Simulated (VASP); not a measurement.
Given:

```xyz
2
Lattice="2.9735 0.0000 0.0000 0.0000 2.9735 0.0000 0.0000 0.0000 2.9735" Properties=species:S:1:pos:R:3 pbc="T T T"
Al     1.4868     1.4868     1.4868
Ru     0.0000     0.0000     0.0000
```

These are AM05 GGA, VASP's PBE PAW potentials (set 64) (plane waves; VASP) values and carry that method's errors. Numerical set-up: 520 eV cut-off, Gaussian smearing of 0.050 eV, potentials Al Ru_pv.

Predict the band gap (along the path) with the smallest direct gap where there is one.

| Quantity | Result |
|---|---|
| band gap (along the path) | none (metal, semimetal or under 0.01 eV) |

Total energies compare only between runs with the same potentials, cut-off and functional.

The compound is RuAl in the CsCl type structure. It was relaxed first. The electron count is odd and the run is not spin-polarised, which forces a metal.
